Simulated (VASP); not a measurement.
Given:

```yaml
crystal:
  lattice:
    - [0.00000, 3.32606, 3.32606]
    - [3.32606, 0.00000, 3.32606]
    - [3.32606, 3.32606, 0.00000]
  atoms:
    - { symbol: Cd, position: [0.00000, 0.00000, 0.00000] }
    - { symbol: Te, position: [0.25000, 0.25000, 0.25000] }
```

The numbers are results of PBE GGA with D3 dispersion (Becke-Johnson damping), VASP's PBE PAW potentials (set 64) (plane waves; VASP), not measurements. Numerical set-up: 520 eV cut-off, 7×7×7 Γ-centred mesh, Gaussian smearing of 0.050 eV, potentials Cd Te.

Give the stress tensor in GPa (positive for a compressed cell).

```
-2.03   0.00   0.00
 0.00  -2.03   0.00
 0.00   0.00  -2.03
```
The pressure is its mean diagonal, -2.03 GPa.

The compound is CdTe in the zinc blende structure. This cell is one point of a volume scan, at 1.06 of the reference volume.
